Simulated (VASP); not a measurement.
Computed with PBE GGA, VASP's PBE PAW potentials (set 64) (plane waves; VASP).

VASP ran on this input.

**POSCAR**
```
CdS
1
    2.1114000000    -3.6570520000     0.0000000000
    2.1114000000     3.6570520000     0.0000000000
    0.0000000000     0.0000000000     6.8544000000
Cd S
2 2
Direct
  0.6666670000   0.3333330000   0.5000000000
  0.3333330000   0.6666670000   0.0000000000
  0.6666670000   0.3333330000   0.8770000000
  0.3333330000   0.6666670000   0.3770000000
```

KPOINTS:
```
Automatic
0
Gamma
6 6 3
```

### INCAR
```
SYSTEM  =  CdS
PREC  =  Accurate; ENCUT  =  400; LREAL  =  .False.
LASPH  =  .True.
EDIFF  =  1E-2; NELM  =  100; ALGO  =  Normal
LMAXMIX  =  4
ISMEAR  =  0; SIGMA  =  0.05
GGA  =  PE
ISIF  =  2
LWAVE  =  .False.; LCHARG  =  .False.
```

POTCAR, in this order: Cd S (PBE.64 set). Program: vasp_std.

The run wrote:

**OUTCAR**
```
 ion  position               nearest neighbor table
   1  0.667  0.333  0.500-   4 2.58   4 2.58   4 2.58   3 2.58
   2  0.333  0.667  0.000-   3 2.58   3 2.58   3 2.58   4 2.58
   3  0.667  0.333  0.877-   2 2.58   2 2.58   2 2.58   1 2.58
   4  0.333  0.667  0.377-   1 2.58   1 2.58   1 2.58   2 2.58
  LATTYP: Found a hexagonal cell.
 ALAT       =     4.2227999350
 C/A-ratio  =     1.6231884308
 Subroutine PRICEL returns:
 Original cell was already a primitive cell.
 Subroutine GETGRP returns: Found 12 space group operations
The static configuration has the point symmetry C_3v.
 The point group associated with its full space group is C_6v.
The dynamic configuration has the point symmetry C_3v.
 Subroutine INISYM returns: Found 12 space group operations
 Subroutine IBZKPT returns following result:
 Found     14 irreducible k-points:

 Following reciprocal coordinates:
            Coordinates               Weight
  0.000000  0.000000  0.000000      1.000000
  0.166667  0.000000  0.000000      6.000000
  0.333333  0.000000  0.000000      6.000000
  0.500000  0.000000  0.000000      3.000000
  0.166667  0.166667  0.000000      6.000000
  0.333333  0.166667  0.000000     12.000000
  0.333333  0.333333  0.000000      2.000000
  0.000000  0.000000  0.333333      2.000000
  0.166667  0.000000  0.333333     12.000000
  0.333333  0.000000  0.333333     12.000000
  0.500000  0.000000  0.333333      6.000000
  0.166667  0.166667  0.333333     12.000000
  0.333333  0.166667  0.333333     24.000000
  0.333333  0.333333  0.333333      4.000000
   k-points           NKPTS =     14   k-points in BZ     NKDIM =     14   number of bands    NBANDS=     22
   number of dos      NEDOS =    301   number of ions     NIONS =      4
   total plane-waves  NPLWV =  37632
   dimension x,y,z NGX =    28 NGY =   28 NGZ =   48
   dimension x,y,z NGXF=    56 NGYF=   56 NGZF=   96
   ions per type =               2   2
   PREC   = accura    normal or accurate (medium, high low for compatibility)
   ISTART =      0    job   : 0-new  1-cont  2-samecut
   ICHARG =      2    charge: 1-file 2-atom 10-const
   ISPIN  =      1    spin polarized calculation?
   LNONCOLLINEAR =      F non collinear calculations
   LSORBIT =      F    spin-orbit coupling
   INIWAV =      1    electr: 0-lowe 1-rand  2-diag
   ENCUT  =  400.0 eV  29.40 Ry    5.42 a.u.   6.89  6.89 11.18*2*pi/ulx,y,z
   NELM   =    100;   NELMIN=  2; NELMDL= -5     # of ELM steps
   EDIFF  = 0.1E-01   stopping-criterion for ELM
   LREAL  =      F    real-space projection
   NLSPLINE    = F    spline interpolate recip. space projectors
   LMAXMIX     =    4 max onsite mixed and CHGCAR
   VOSKOWN=      0    Vosko Wilk Nusair interpolation
   EDIFFG = 0.1E+00   stopping-criterion for IOM
   NSW    =      0    number of steps for IOM
   NBLOCK =      1;   KBLOCK =      1    inner block; outer block
   IBRION =     -1    ionic relax: 0-MD 1-quasi-New 2-CG
   NFREE  =      0    steps in history (QN), initial steepest desc. (CG)
   ISIF   =      2    stress and relaxation
   ISYM   =      2    0-nonsym 1-usesym 2-fastsym
   TEIN   =    0.0    initial temperature
   TEBEG  =    0.0;   TEEND  =   0.0 temperature during run
   SMASS  =  -3.00    Nose mass-parameter (am)
   PSTRESS=    0.0 pullay stress
   NELECT =      36.0000    total number of electrons
   EFERMI =   0.00;   METHOD = LEGACY
   ISMEAR =     0;   SIGMA  =   0.05  broadening in eV -4-tet -1-fermi 0-gaus
   IALGO  =     38    algorithm
   LDIAG  =      T    sub-space diagonalisation (order eigenvalues)
   IMIX   =      4    mixing-type and parameters
     AMIX     =   0.40;   BMIX     =  1.00
     AMIX_MAG =   1.60;   BMIX_MAG =  1.00
     AMIN     =   0.10
   GGA     = PE    functional components
...
```

File OSZICAR:
```
       N       E                     dE             d eps       ncg     rms          rms(c)
DAV:   1     0.211438294575E+03    0.21144E+03   -0.15365E+04   632   0.121E+03
DAV:   2    -0.199132524814E+01   -0.21343E+03   -0.20973E+03   706   0.323E+02
DAV:   3    -0.132722675860E+02   -0.11281E+02   -0.11252E+02   712   0.763E+01
DAV:   4    -0.134012842287E+02   -0.12902E+00   -0.12895E+00   724   0.784E+00
DAV:   5    -0.134037095691E+02   -0.24253E-02   -0.24252E-02   716   0.105E+00    0.104E+01
DAV:   6    -0.123099372829E+02    0.10938E+01   -0.26512E+00   786   0.161E+01    0.831E+00
DAV:   7    -0.122928407444E+02    0.17097E-01   -0.76387E-01   718   0.506E+00    0.397E+00
DAV:   8    -0.122911929418E+02    0.16478E-02   -0.10384E-01   718   0.339E+00    0.486E-01
DAV:   9    -0.122887906162E+02    0.24023E-02   -0.19052E-02   406   0.180E+00
   1 F= -.12288791E+02 E0= -.12288791E+02  d E =-.120091E-13
```

### OUTCAR
```
------------------------ aborting loop because EDIFF is reached ----------------------------------------
  FORCE on cell =-STRESS in cart. coord.  units (eV):
  Direction    XX          YY          ZZ          XY          YZ          ZX
  --------------------------------------------------------------------------------------
  Total       -0.2989549     -0.2989549     -0.2156285      0.0000000      0.0000000     -0.0000000
  in kB       -4.5249643     -4.5249641     -3.2637414      0.0000000      0.0000000     -0.0000000
  external PRESSURE =      -4.1045566 kB  Pullay stress =       0.0000000 kB
  volume of cell :      105.85
      direct lattice vectors                 reciprocal lattice vectors
     2.111400000 -3.657052000  0.000000000     0.236809700 -0.136722147  0.000000000
     2.111400000  3.657052000  0.000000000     0.236809700  0.136722147  0.000000000
     0.000000000  0.000000000  6.854400000     0.000000000  0.000000000  0.145891690
  FREE ENERGIE OF THE ION-ELECTRON SYSTEM (eV)
  ---------------------------------------------------
  free  energy   TOTEN  =       -12.2887906162 eV

  energy  without entropy=      -12.2887906162  energy(sigma->0) =      -12.28879062
```
(Selected blocks of OUTCAR.)

File OUTCAR:
```
 val. band max:        0.7873279163   @ k =   0.0000   0.0000   0.0000

 cond. band min:       1.8454994756   @ k =   0.0000   0.0000   0.0000


 Fermi energy:         1.0347931574

 k-point     1 :       0.0000    0.0000    0.0000
  band No.  band energies     occupation
      1     -11.2074      2.00000
      2     -10.8321      2.00000
      3      -6.7335      2.00000
      4      -6.7283      2.00000
      5      -6.7282      2.00000
      6      -6.6574      2.00000
      7      -6.6574      2.00000
      8      -6.3836      2.00000
      9      -6.3836      2.00000
     10      -6.3078      2.00000
     11      -6.3077      2.00000
     12      -6.0064      2.00000
     13      -3.2238      2.00000
     14       0.1098      2.00000
     15       0.1098      2.00000
     16       0.7590      2.00000
     17       0.7873      2.00000
     18       0.7873      2.00000
     19       1.8455      0.00000
     20       3.4700      0.00000
     21       7.2463      0.00000
     22       7.2510      0.00000

 k-point     2 :       0.1667    0.0000    0.0000
  band No.  band energies     occupation
      1     -11.1250      2.00000
      2     -10.7969      2.00000
      3      -6.7070      2.00000
      4      -6.6963      2.00000
      5      -6.6592      2.00000
      6      -6.6159      2.00000
      7      -6.6120      2.00000
      8      -6.3997      2.00000
      9      -6.3817      2.00000
     10      -6.3353      2.00000
     11      -6.3007      2.00000
     12      -5.9535      2.00000
     13      -3.0607      2.00000
     14      -0.7885      2.00000
     15      -0.3784      2.00000
     16      -0.1741      2.00000
     17       0.5795      2.00000
     18       0.6188      2.00000
     19       2.9809      0.00000
     20       4.2974      0.00000
     21       6.5456      0.00000
     22       7.5724      0.00000

 k-point     3 :       0.3333    0.0000    0.0000
  band No.  band energies     occupation
      1     -10.9474      2.00000
...
```

The compound is CdS in the wurtzite structure. The cell was not relaxed at this level. The run is one of a series of settings (EDIFF = 1E-2 against the base run), some of them coarse on purpose.
